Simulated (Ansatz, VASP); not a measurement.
# ZnSi6S: VASP beside Ansatz, part 3 of 3

One calculation is typed for both programs; each brings its own data sets. How far apart do they land? The cell is generated by rule, not measured, and may not be a known phase. The cell is taken from a series of runs on this material, whose earlier steps may have relaxed, scaled, displaced or heated it; both programs get it as it stands.

VASP 6.6.1 and Ansatz 0.2.0.

So far: VASP: relaxation of cell and atoms, PBE, pair 1; Ansatz: relaxation of cell and atoms, PBE, pair 1; Side by side; VASP: relaxation of cell and atoms, PBE, pair 2; Ansatz: relaxation of cell and atoms, PBE, pair 2; Comparison.

## (8) Ansatz: relaxation of cell and atoms, PBE, pair 3

Level of this step: Ansatz beside VASP: Kohn-Sham DFT, plane waves, PBE (Ansatz).

The relaxed volume is the usual yardstick between codes: in a stiff, nearly cubic crystal its relative difference is about their pressure difference at one cell divided by the bulk modulus.

The cell is taken from a series of runs on this material, whose earlier steps may have relaxed, scaled, displaced or heated it; both programs get it as it stands.

input.yaml

```yaml
crystal:
  lattice:
    - [2.7332365651, 2.7332365651, 0.0]
    - [-2.7564831035, 2.7564831035, 0.0]
    - [0.0, 0.0, 10.970636789]
  atoms:
    - { symbol: S, position: [0.5, 0.0, 0.1429982471] }
    - { symbol: Si, position: [0.5, 0.5, 0.2498528914] }
    - { symbol: Si, position: [0.0, 0.5, 0.3727800052] }
    - { symbol: Si, position: [0.0, 0.0, 0.4965990934] }
    - { symbol: Si, position: [0.5, 0.0, 0.6214510416] }
    - { symbol: Si, position: [0.5, 0.5, 0.7465438693] }
    - { symbol: Si, position: [0.0, 0.5, 0.8700019958] }
    - { symbol: Zn, position: [0.0, 0.0, -0.0002271438] }
kpoints:
  mp_grid: { grid: [12, 12, 4] }
hamiltonian:
  xc: pbe
scf:
  occupations: { method: gaussian, width: 0.1 }
output:
  forces: true
  stress: true
  eigenvalues: true
relax:
  adjacent_minimum: "off"
  f_tol: 0.001
  max_steps: 60
  cell: { stress_tol: 0.01 }
```

The run is started by

```sh
$ ansatz run input.yaml --threads 8 --pin off --max-ram 14336MiB --backend cpu --events-out ev --progress --plain --runs-dir out
```

Numbers of over 12 decimals in the logs are rounded to 6 here.

The program printed:

```text
[...]
Crystal: 8 atoms, lattice volume = 165.308 Å³
Basis set: ecut = 420 eV, 3281 PW (Γ), exchange–correlation on 54×54×150 points (8 copies of the dense FFT grid, shifted against one another)
Bands: 29, of which v1, the nominal top of the filled ones, is band 21 counted from 1 (20 counted from 0)
Symmetry: 4 space group operations
[...]
- [-2.750116, 2.750116, 0]
    - [0, 0, 10.983927]
  atoms:
    - { symbol: S, position: [0.500000, 0, 0.142429] }
    - { symbol: Si, position: [0.500000, 0.500000, 0.250364] }
    - { symbol: Si, position: [0, 0.500000, 0.373017] }
    - { symbol: Si, position: [0, 0, 0.497029] }
    - { symbol: Si, position: [0.500000, 0, 0.621687] }
    - { symbol: Si, position: [0.500000, 0.500000, 0.746830] }
    - { symbol: Si, position: [0, 0.500000, 0.869976] }
    - { symbol: Zn, position: [0, 0, -0.00133404] }
[key lines of the parts left out:]
SCF converged after 6 iterations
Free energy (F): -8036.087568 eV
Fermi energy:    6.573022 eV
P = ⅓ Tr σ = -0.0002 GPa (-0.002 kbar)
```

## (9) VASP: relaxation of cell and atoms, PBE, pair 3

The same cell, functional, mesh and smearing now go to VASP, with its own data sets.

INCAR

```
SYSTEM = ZnSi6S
PREC = Accurate
ENCUT = 500
EDIFF = 1E-07
NELM = 120
ISMEAR = 0
SIGMA = 0.1
LREAL = .FALSE.
ALGO = Normal
GGA = PE
NBANDS = 29
LORBIT = 11
LWAVE = .FALSE.
LCHARG = .FALSE.
ISIF = 3
IBRION = 2
NSW = 80
EDIFFG = -0.005
LASPH = .TRUE.
GGA_COMPAT = .FALSE.
NELMIN = 4
EFERMI = MIDGAP
KPAR = 2
```

POSCAR

```
ZnSi6S
1.0
    2.7332370000      2.7332370000      0.0000000000
   -2.7564830000      2.7564830000      0.0000000000
    0.0000000000      0.0000000000     10.9706370000
S Si Zn
1 6 1
Direct
    0.4999998171      0.0000000000      0.1429982598
    0.4999998171      0.5000000000      0.2498528572
    0.9999998171      0.5000000000      0.3727799945
    0.9999998171      0.0000000000      0.4965990580
    0.4999998171      0.0000000000      0.6214510607
    0.4999998171      0.5000000000      0.7465438880
    0.9999998171      0.5000000000      0.8700019880
    0.9999998171      0.0000000000      0.9997728482
```

KPOINTS

```
Automatic mesh
0
Gamma
12 12 4
0 0 0
```

Potentials, in the order of the species: S, Si and Zn (PBE family, release 64).

The run is started by

```sh
$ mpirun -np 2 vasp_std
```

The program printed:

```text
[... set-up lines as in an earlier step ...]
 entering main loop
       N       E                     dE             d eps       ncg     rms          rms(c)
DAV:   1     0.191742708975E+03    0.19174E+03   -0.16991E+04  8526   0.128E+03
DAV:   2    -0.193339090752E+02   -0.21108E+03   -0.20150E+03  9280   0.258E+02
DAV:   3    -0.385195517181E+02   -0.19186E+02   -0.18867E+02 10855   0.766E+01
DAV:   4    -0.390260013216E+02   -0.50645E+00   -0.50462E+00 10762   0.125E+01
[...]
DAV:  15    -0.378964871237E+02   -0.20765E-06   -0.33919E-07  9548   0.603E-03    0.162E-03
DAV:  16    -0.378964872933E+02   -0.16962E-06   -0.16778E-07  6557   0.221E-03    0.361E-04
DAV:  17    -0.378964873031E+02   -0.98039E-08   -0.22273E-08  5763   0.168E-03
   1 F= -.37896487E+02 E0= -.37896443E+02  d E =-.378965E+02
[... from here on, the cycles between the ionic steps are left out ...]
   2 F= -.37897388E+02 E0= -.37897328E+02  d E =-.900479E-03
   3 F= -.37897409E+02 E0= -.37897346E+02  d E =-.921774E-03
   4 F= -.37897712E+02 E0= -.37897639E+02  d E =-.303042E-03
   5 F= -.37897723E+02 E0= -.37897646E+02  d E =-.313688E-03
   6 F= -.37897816E+02 E0= -.37897741E+02  d E =-.931904E-04
   7 F= -.37897826E+02 E0= -.37897752E+02  d E =-.103468E-03
   8 F= -.37897878E+02 E0= -.37897804E+02  d E =-.518507E-04
   9 F= -.37897878E+02 E0= -.37897804E+02  d E =-.519042E-04
  10 F= -.37897887E+02 E0= -.37897811E+02  d E =-.868178E-05
 trial-energy change:   -0.000009  1 .order   -0.000009   -0.000020    0.000002
 step:   1.1139(harm=  1.1139)  dis= 0.00041  next Energy=   -37.897887 (dE=-0.905E-05)
 reached required accuracy - stopping structural energy minimisation
```

From OUTCAR (step 9):

```text
  Total       -0.0061226     -0.0061226     -0.0121366      0.0012134      0.0000000      0.0000000
  in kB       -0.0593854     -0.0593854     -0.1177175      0.0117694      0.0000000      0.0000000
  external PRESSURE =      -0.0788294 kB  Pullay stress =       0.0000000 kB

 POSITION                                       TOTAL-FORCE (eV/Angst)
 -----------------------------------------------------------------------------------
      1.36714      1.36714      1.56745         0.000000     -0.000000      0.004013
     -0.00767      2.74195      2.75186        -0.000000      0.000000     -0.001004
      1.35947      4.10909      4.09847        -0.000000      0.000000      0.004273
     -0.01534      5.48390      5.46056        -0.000000      0.000000     -0.002296
     -1.38248      4.11676      6.82948        -0.000000      0.000000     -0.003006
     -0.00767      2.74195      8.20343        -0.000000      0.000000     -0.000944
      1.35947      4.10909      9.55500        -0.000000      0.000000     -0.001846
      2.73428      2.73428     10.96851         0.000000     -0.000000      0.000809
 -----------------------------------------------------------------------------------
    total drift:                                0.000515      0.000515     -0.001484

  FREE ENERGIE OF THE ION-ELECTRON SYSTEM (eV)
  ---------------------------------------------------
  free  energy   TOTEN  =       -37.8978868179 eV

  energy  without entropy=      -37.8977351661  energy(sigma->0) =      -37.89781099

[... 1 part as in an earlier step ...]

[... 3 further parts left out ...]
[key lines of the parts left out:]
E-fermi :   5.4070
```

## (10) Side by side

Compared:

| quantity | Ansatz | VASP | difference |
| --- | --- | --- | --- |
| volume (Å³) | 165.21 | 165.18 | +0.02 % |
| edge a after relaxation, in the typed setting (Å) | 3.867 | 3.867 | +0.01 % |
| edge b after relaxation, in the typed setting (Å) | 3.889 | 3.889 | +0.02 % |
| edge c after relaxation, in the typed setting (Å) | 10.984 | 10.986 | -0.01 % |

## (11) What came out

| Item | Value |
| --- | --- |
| difference in volume (relaxation of cell and atoms, PBE, pair 1) | 0.029 % |
| difference in edge c after relaxation, in the typed setting (relaxation of cell and atoms, PBE, pair 2) | -0.029 % |
| difference in volume (relaxation of cell and atoms, PBE, pair 3) | 0.019 % |

The difference in edge c after relaxation, in the typed setting is -0.029 % (relaxation of cell and atoms, PBE, pair 2), within the 1.2 % picked in this series as the mark of a large difference, as far as the stopping tolerances let one tell. 1 further run of this series is not shown here. Such differences can come from data sets, numerical settings and the points named under the comparisons, not from the functional's error against experiment.

[Lines on the potential files, build, host, timing and source positions are cut from VASP's logs without a mark.]

[Logs are printed without paths, hosts, clocks, repeated set-up lines and the standing remarks that a program may print on its own settings, such as how far it seeks lower states.]

[Hosts, paths, dates, database ids (printed as entryN), source tags and the programs' standing remarks are cut or masked in the printed files.]
